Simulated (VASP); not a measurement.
Output of a VASP run:

File OUTCAR:
```
 ion  position               nearest neighbor table
   1  0.000  0.000  0.000-
   2  0.500  0.500  0.500-   3 2.02   4 2.02   5 2.02   5 2.02   3 2.02   4 2.02
   3  0.500  0.000  0.500-   2 2.02   2 2.02
   4  0.000  0.500  0.500-   2 2.02   2 2.02
   5  0.500  0.500  0.000-   2 2.02   2 2.02
  LATTYP: Found a simple cubic cell.
 ALAT       =     4.0500000000
 Subroutine PRICEL returns:
 Original cell was already a primitive cell.
 Subroutine GETGRP returns: Found 48 space group operations
The static configuration has the point symmetry O_h .
The dynamic configuration has the point symmetry O_h .
 Subroutine INISYM returns: Found 48 space group operations
 Subroutine IBZKPT returns following result:
 Found     10 irreducible k-points:

 Following reciprocal coordinates:
            Coordinates               Weight
  0.000000  0.000000  0.000000      1.000000
  0.200000  0.000000  0.000000      6.000000
  0.400000  0.000000  0.000000      6.000000
  0.200000  0.200000  0.000000     12.000000
  0.400000  0.200000  0.000000     24.000000
  0.400000  0.400000  0.000000     12.000000
  0.200000  0.200000  0.200000      8.000000
  0.400000  0.200000  0.200000     24.000000
  0.400000  0.400000  0.200000     24.000000
  0.400000  0.400000  0.400000      8.000000
   k-points           NKPTS =     10   k-points in BZ     NKDIM =     10   number of bands    NBANDS=     25
   number of dos      NEDOS =    301   number of ions     NIONS =      5
   total plane-waves  NPLWV =  27000
   dimension x,y,z NGX =    30 NGY =   30 NGZ =   30
   dimension x,y,z NGXF=    60 NGYF=   60 NGZF=   60
   ions per type =               1   1   3
   PREC   = accura    normal or accurate (medium, high low for compatibility)
   ISTART =      0    job   : 0-new  1-cont  2-samecut
   ICHARG =      2    charge: 1-file 2-atom 10-const
   ISPIN  =      1    spin polarized calculation?
   LNONCOLLINEAR =      F non collinear calculations
   LSORBIT =      F    spin-orbit coupling
   INIWAV =      1    electr: 0-lowe 1-rand  2-diag
   ENCUT  =  520.0 eV  38.22 Ry    6.18 a.u.   7.53  7.53  7.53*2*pi/ulx,y,z
   NELM   =    100;   NELMIN=  2; NELMDL= -5     # of ELM steps
   EDIFF  = 0.1E-05   stopping-criterion for ELM
   LREAL  =      F    real-space projection
   NLSPLINE    = F    spline interpolate recip. space projectors
   LMAXMIX     =    4 max onsite mixed and CHGCAR
   VOSKOWN=      0    Vosko Wilk Nusair interpolation
   EDIFFG = -.2E-01   stopping-criterion for IOM
   NSW    =     60    number of steps for IOM
   NBLOCK =      1;   KBLOCK =     60    inner block; outer block
   IBRION =      2    ionic relax: 0-MD 1-quasi-New 2-CG
   NFREE  =      1    steps in history (QN), initial steepest desc. (CG)
   ISIF   =      3    stress and relaxation
   ISYM   =      2    0-nonsym 1-usesym 2-fastsym
   TEIN   =    0.0    initial temperature
   TEBEG  =    0.0;   TEEND  =   0.0 temperature during run
   SMASS  =  -3.00    Nose mass-parameter (am)
   PSTRESS=    0.0 pullay stress
   NELECT =      42.0000    total number of electrons
   EFERMI =   0.00;   METHOD = LEGACY
   ISMEAR =     0;   SIGMA  =   0.05  broadening in eV -4-tet -1-fermi 0-gaus
   IALGO  =     38    algorithm
   LDIAG  =      T    sub-space diagonalisation (order eigenvalues)
   IMIX   =      4    mixing-type and parameters
     AMIX     =   0.40;   BMIX     =  1.00
     AMIX_MAG =   1.60;   BMIX_MAG =  1.00
     AMIN     =   0.10
   GGA     = PS    functional components
   VOSKOWN =     0    Vosko Wilk Nusair interpolation
   LHFCALC =     F    Hartree Fock is set to
   LHFONE  =     F    Hartree Fock one center treatment
   AEXX    =    0.0000 exact exchange contribution
   IVDW    =     0    specifies the selected vdW correction
   LEPSILON=     F    determine dielectric tensor
   LRPA    =     F    only Hartree local field effects (RPA)
  energy-cutoff  :      520.00
  volume of cell :       66.43
      direct lattice vectors                 reciprocal lattice vectors
...
```

### OSZICAR
```
       N       E                     dE             d eps       ncg     rms          rms(c)
DAV:   1     0.445204284271E+03    0.44520E+03   -0.22832E+04   500   0.199E+03
DAV:   2     0.112917168047E+02   -0.43391E+03   -0.42184E+03   604   0.491E+02
DAV:   3    -0.225119735242E+02   -0.33804E+02   -0.33702E+02   583   0.151E+02
DAV:   4    -0.232098787389E+02   -0.69791E+00   -0.69723E+00   808   0.200E+01
DAV:   5    -0.232213795435E+02   -0.11501E-01   -0.11480E-01   632   0.214E+00    0.112E+01
DAV:   6    -0.213243914884E+02    0.18970E+01   -0.68412E+00   733   0.393E+01    0.739E+00
DAV:   7    -0.213679027506E+02   -0.43511E-01   -0.13334E+00   520   0.799E+00    0.469E+00
DAV:   8    -0.213772109795E+02   -0.93082E-02   -0.55366E-01   661   0.159E+01    0.156E+00
DAV:   9    -0.213454994750E+02    0.31712E-01   -0.83833E-02   766   0.847E+00    0.696E-01
DAV:  10    -0.213402691796E+02    0.52303E-02   -0.97817E-02   726   0.811E+00    0.311E-01
DAV:  11    -0.213397739776E+02    0.49520E-03   -0.14135E-02   704   0.156E+00    0.115E-01
DAV:  12    -0.213398800353E+02   -0.10606E-03   -0.60030E-04   560   0.215E-01    0.116E-01
DAV:  13    -0.213398258350E+02    0.54200E-04   -0.51281E-04   588   0.827E-01    0.905E-02
DAV:  14    -0.213397331071E+02    0.92728E-04   -0.37219E-04   684   0.293E-01    0.350E-02
DAV:  15    -0.213397246158E+02    0.84913E-05   -0.94390E-05   608   0.110E-01    0.102E-02
DAV:  16    -0.213397235848E+02    0.10310E-05   -0.45843E-06   606   0.408E-02    0.446E-03
DAV:  17    -0.213397233955E+02    0.18934E-06   -0.14386E-06   338   0.357E-02
   1 F= -.21339723E+02 E0= -.21339723E+02  d E =-.213397E+02
       N       E                     dE             d eps       ncg     rms          rms(c)
DAV:   1    -0.213552258199E+02   -0.15502E-01   -0.28386E-01   564   0.736E+00    0.939E-01
DAV:   2    -0.213417508750E+02    0.13475E-01   -0.56461E-02   575   0.265E+00    0.267E-01
DAV:   3    -0.213405915757E+02    0.11593E-02   -0.18404E-03   613   0.122E+00    0.157E-01
DAV:   4    -0.213403473290E+02    0.24425E-03   -0.78184E-04   773   0.339E-01    0.900E-02
DAV:   5    -0.213403298620E+02    0.17467E-04   -0.92406E-05   779   0.107E-01    0.171E-02
DAV:   6    -0.213403263011E+02    0.35609E-05   -0.17618E-05   878   0.183E-01    0.536E-03
DAV:   7    -0.213403259195E+02    0.38161E-06   -0.22495E-06   400   0.291E-02
   2 F= -.21340326E+02 E0= -.21340326E+02  d E =-.602524E-03
```

**OUTCAR**
```
------------------------ aborting loop because EDIFF is reached ----------------------------------------
  FORCE on cell =-STRESS in cart. coord.  units (eV):
  Direction    XX          YY          ZZ          XY          YZ          ZX
  --------------------------------------------------------------------------------------
  Total       -0.0069633     -0.0069633     -0.0069633      0.0000000      0.0000000     -0.0000000
  in kB       -0.1669605     -0.1669605     -0.1669605      0.0000000      0.0000000     -0.0000000
  external PRESSURE =      -0.1669605 kB  Pullay stress =       0.0000000 kB
  volume of cell :       66.82
      direct lattice vectors                 reciprocal lattice vectors
     4.057934364 -0.000000000  0.000000000     0.246430797  0.000000000  0.000000000
    -0.000000000  4.057934364  0.000000000     0.000000000  0.246430797  0.000000000
     0.000000000 -0.000000000  4.057934364    -0.000000000 -0.000000000  0.246430797
 POSITION                                       TOTAL-FORCE (eV/Angst)
 -----------------------------------------------------------------------------------
      0.00000      0.00000      0.00000         0.000000      0.000000      0.000000
      2.02897      2.02897      2.02897        -0.000000      0.000000      0.000000
      2.02897     -0.00000      2.02897         0.000000      0.000000      0.000000
     -0.00000      2.02897      2.02897        -0.000000     -0.000000      0.000000
      2.02897      2.02897      0.00000         0.000000     -0.000000      0.000000
 -----------------------------------------------------------------------------------
    total drift:                                0.000000      0.000000     -0.000000
  FREE ENERGIE OF THE ION-ELECTRON SYSTEM (eV)
  ---------------------------------------------------
  free  energy   TOTEN  =       -21.3403259195 eV

  energy  without entropy=      -21.3403259195  energy(sigma->0) =      -21.34032592

 reached required accuracy - stopping structural energy minimisation
```
(Selected blocks of OUTCAR.)

### POSCAR
```
KZnF3
1
    4.0500000000     0.0000000000     0.0000000000
    0.0000000000     4.0500000000     0.0000000000
    0.0000000000     0.0000000000     4.0500000000
K Zn F
1 1 3
Direct
  0.0000000000   0.0000000000   0.0000000000
  0.5000000000   0.5000000000   0.5000000000
  0.5000000000   0.0000000000   0.5000000000
  0.0000000000   0.5000000000   0.5000000000
  0.5000000000   0.5000000000   0.0000000000
```

Write an INCAR and KPOINTS that could have produced this output.

This is not unique; one that fits is the input of the run itself, PBEsol GGA, plane waves, VASP's PBE PAW potentials (set 64).

KPOINTS:
```
Automatic mesh
0
Gamma
5 5 5
0 0 0
```

INCAR:
```
# general
SYSTEM   =  KZnF3
PREC     =  Accurate
ENCUT    =  520
LREAL    =  .FALSE.
LASPH    =  .TRUE.

# electronic loop
EDIFF    =  1E-6
NELM     =  100
ALGO     =  Normal
LMAXMIX  =  4

# smearing
ISMEAR   =  0
SIGMA    =  0.05

# functional
GGA      =  PS

# ions
IBRION   =  2
NSW      =  60
ISIF     =  3
EDIFFG   =  -0.02

# output
LWAVE    =  .FALSE.
LCHARG   =  .FALSE.
```

POTCAR, in this order: K_sv Zn F (PBE.64 set). Program: vasp_std.

The compound is KZnF3 in the cubic perovskite structure. This run relaxes it. Symmetry was kept, so distortions that lower it aren't found. The start is the result of an earlier pass.
